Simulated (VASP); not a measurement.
Wanted: the native input for a VASP 6.6.1 run.

```yaml
Task: relaxation of cell and atoms
Functional: PBE
Potentials_or_basis: VASP PAW PBE potentials, release 64 (Hf_pv, Ti_sv, S)
Cutoff: 520 eV
k_mesh: 5 × 5 × 1
Occupations: gaussian, width 0.15 eV
Spin: no spin polarisation
Further_INCAR_settings: PREC = Normal; ALGO = Fast; EDIFF = 0.0001; IBRION = 2; EDIFFG = -0.08; NSW = 24; ISIF = 3
```

The structure of HfTi2S5 lies in POSCAR:

```
HfTi2S5
1.0
    3.5000000000      0.0000000000      0.0000000000
   -1.7500000000      3.0310889100      0.0000000000
    0.0000000000      0.0000000000     14.9000000000
Hf Ti S
1 2 5
Direct
    0.0000000000      0.0000000000      0.5000000000
    0.3333333300      0.6666666700      0.1050000000
    0.6666666700      0.3333333300      0.8950000000
    0.3333333300      0.6666666700      0.4030000000
    0.6666666700      0.3333333300      0.5970000000
    0.6666666700      0.3333333300      0.1910000000
    0.3333333300      0.6666666700      0.8090000000
    0.0000000000      0.0000000000      0.0000000000
```

The cell was built by a generator and needn't be a form met in nature.

These files were run (other wordings do the same):

INCAR

```
ALGO = Fast ; EDIFF = 1E-4
EDIFFG = -0.08 ; ENCUT = 520
GGA = PE ; IBRION = 2
ISIF = 3 ; ISMEAR = 0
LASPH = True ; LCHARG = False
LREAL = False ; LWAVE = False
NELM = 60 ; NSW = 24
PREC = Normal ; SIGMA = 0.15
```

KPOINTS

```
k-points
0
Gamma
  5 5 1
```

Potentials or basis: VASP PAW PBE potentials, release 64 (Hf_pv, Ti_sv, S).

Command:

```sh
$ cat potpaw_PBE.64/Hf_pv/POTCAR potpaw_PBE.64/Ti_sv/POTCAR potpaw_PBE.64/S/POTCAR > POTCAR
$ mpirun -np 1 vasp_std > vasp.out
```

Results of the run:

The relaxed volume is 20.86 Å³/atom. The relaxed cell is a = 3.554 Å, b = 3.554 Å, c = 15.255 Å, α = 90.00°, β = 90.00°, γ = 120.00°. The space group after relaxing (to 0.05 Å) is P-3m1 (No. 164). The energy gained by relaxing is 23.5 meV/atom. The ionic steps are 24, the pressure after relaxing is -0.1 GPa and the largest force after relaxing is 0.076 eV/Å. The band gap on the k mesh is none (metal or under the smearing width).

Caveat: the k mesh is coarse (spacing up to 0.42 Å⁻¹), so the values aren't converged; this functional lacks dispersion, which binds the layers, so the pressure and a relaxed spacing across them are unreliable; the relaxation stopped at a loose force limit of 0.08 eV/Å, so its end isn't a converged minimum.

It took 7.1 min on 1 thread of Intel(R) Xeon(R) Platinum 8488C (Sapphire Rapids), on a shared host, peak memory 0.2 GiB.
